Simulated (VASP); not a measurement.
Level of theory: vdW-DF2, VASP's PBE PAW potentials (set 64) (plane waves; VASP).

VASP input:

File POSCAR:
```
ZnO
1
    1.6686323446    -2.8901564728     0.0000000000
    1.6686323446     2.8901564728     0.0000000000
    0.0000000000     0.0000000000     5.4060259703
Zn O
2 2
Direct
  0.6666670000   0.3333330000   0.5018901245
  0.3333330000   0.6666670000   0.0018901245
  0.6666670000   0.3333330000   0.8801098755
  0.3333330000   0.6666670000   0.3801098755
```

INCAR:
```
SYSTEM = ZnO
PREC = Accurate; ENCUT = 520; LREAL = .False.
LASPH = .True.
EDIFF = 1E-7; NELM = 100; ALGO = Normal
LMAXMIX = 4
ISMEAR = 0; SIGMA = 0.05
GGA = ML; LUSE_VDW = .True.; AGGAC = 0.0
ZAB_VDW = -1.8867
IBRION = 2; NSW = 30; ISIF = 4
EDIFFG = -0.01
LWAVE = .False.; LCHARG = .False.
```

File KPOINTS:
```
Automatic mesh
0
gamma
8 8 4
0 0 0
```

POTCAR, in this order: Zn O (PBE.64 set). Program: vasp_std.

The resulting files:

File OUTCAR:
```
 ion  position               nearest neighbor table
   1  0.667  0.333  0.502-   4 2.04   4 2.04   4 2.04   3 2.04
   2  0.333  0.667  0.002-   3 2.04   3 2.04   3 2.04   4 2.04
   3  0.667  0.333  0.880-   2 2.04   2 2.04   2 2.04   1 2.04
   4  0.333  0.667  0.380-   1 2.04   1 2.04   1 2.04   2 2.04
  LATTYP: Found a hexagonal cell.
 ALAT       =     3.3372650987
 C/A-ratio  =     1.6198970745
 Subroutine PRICEL returns:
 Original cell was already a primitive cell.
 Subroutine GETGRP returns: Found 12 space group operations
The static configuration has the point symmetry C_3v.
 The point group associated with its full space group is C_6v.
The dynamic configuration has the point symmetry C_3v.
 Subroutine INISYM returns: Found 12 space group operations
 Subroutine IBZKPT returns following result:
 Found     30 irreducible k-points:

 Following reciprocal coordinates:
            Coordinates               Weight
  0.000000  0.000000  0.000000      1.000000
  0.125000  0.000000  0.000000      6.000000
  0.250000  0.000000  0.000000      6.000000
  0.375000  0.000000  0.000000      6.000000
  0.500000  0.000000  0.000000      3.000000
  0.125000  0.125000  0.000000      6.000000
  0.250000  0.125000  0.000000     12.000000
  0.375000  0.125000  0.000000     12.000000
  0.250000  0.250000  0.000000      6.000000
  0.375000  0.250000  0.000000      6.000000
  0.000000  0.000000  0.250000      2.000000
  0.125000  0.000000  0.250000     12.000000
  0.250000  0.000000  0.250000     12.000000
  0.375000  0.000000  0.250000     12.000000
  0.500000  0.000000  0.250000      6.000000
  0.125000  0.125000  0.250000     12.000000
  0.250000  0.125000  0.250000     24.000000
  0.375000  0.125000  0.250000     24.000000
  0.250000  0.250000  0.250000     12.000000
  0.375000  0.250000  0.250000     12.000000
...
```

File OSZICAR:
```
       N       E                     dE             d eps       ncg     rms          rms(c)
DAV:   1     0.305267954834E+03    0.30527E+03   -0.18756E+04  1320   0.231E+03
DAV:   2     0.205768598782E+02   -0.28469E+03   -0.27263E+03  1428   0.441E+02
DAV:   3    -0.120075940117E+02   -0.32584E+02   -0.32207E+02  1566   0.158E+02
DAV:   4    -0.126519565875E+02   -0.64436E+00   -0.64361E+00  1446   0.240E+01
DAV:   5    -0.126571088086E+02   -0.51522E-02   -0.51521E-02  1536   0.204E+00    0.148E+01
DAV:   6    -0.796700370452E+01    0.46901E+01   -0.18292E+01  2238   0.866E+01    0.780E+00
DAV:   7    -0.817371749046E+01   -0.20671E+00   -0.37981E+00  1532   0.233E+01    0.488E+00
DAV:   8    -0.819365964517E+01   -0.19942E-01   -0.13685E+00  1752   0.104E+01    0.216E+00
DAV:   9    -0.810104046325E+01    0.92619E-01   -0.29933E-01  1960   0.102E+01    0.414E-01
DAV:  10    -0.810545115682E+01   -0.44107E-02   -0.64028E-02  1348   0.266E+00    0.861E-02
DAV:  11    -0.810565609428E+01   -0.20494E-03   -0.29636E-03  1868   0.138E+00    0.929E-02
DAV:  12    -0.810561748970E+01    0.38605E-04   -0.75739E-04  2020   0.574E-01    0.295E-02
DAV:  13    -0.810560993955E+01    0.75502E-05   -0.17806E-04  1362   0.130E-01    0.137E-02
DAV:  14    -0.810561070330E+01   -0.76376E-06   -0.56031E-06  1374   0.231E-02    0.762E-03
DAV:  15    -0.810561032444E+01    0.37886E-06   -0.60250E-06  1958   0.299E-02    0.202E-03
DAV:  16    -0.810561007786E+01    0.24659E-06   -0.75082E-07  1680   0.149E-02    0.104E-03
DAV:  17    -0.810561004103E+01    0.36823E-07   -0.66082E-08   660   0.250E-03
   1 F= -.81056100E+01 E0= -.81056100E+01  d E =-.810561E+01
```

OUTCAR:
```
------------------------ aborting loop because EDIFF is reached ----------------------------------------
  FORCE on cell =-STRESS in cart. coord.  units (eV):
  Direction    XX          YY          ZZ          XY          YZ          ZX
  --------------------------------------------------------------------------------------
  Total        0.0199014      0.0199014      0.0167653      0.0000000      0.0000000      0.0000000
  in kB        0.6115112      0.6115114      0.5151472      0.0000000      0.0000000      0.0000000
  external PRESSURE =       0.5793899 kB  Pullay stress =       0.0000000 kB
  volume of cell :       52.14
      direct lattice vectors                 reciprocal lattice vectors
     1.668632345 -2.890156473  0.000000000     0.299646595 -0.173001014  0.000000000
     1.668632345  2.890156473  0.000000000     0.299646595  0.173001014  0.000000000
     0.000000000  0.000000000  5.406025970     0.000000000  0.000000000  0.184978764
  FREE ENERGIE OF THE ION-ELECTRON SYSTEM (eV)
  ---------------------------------------------------
  free  energy   TOTEN  =        -8.1056100410 eV

  energy  without entropy=       -8.1056100410  energy(sigma->0) =       -8.10561004

 reached required accuracy - stopping structural energy minimisation
```
(Selected blocks of OUTCAR.)

The compound is ZnO in the wurtzite structure. It was relaxed first, which changed the volume by +9 %.
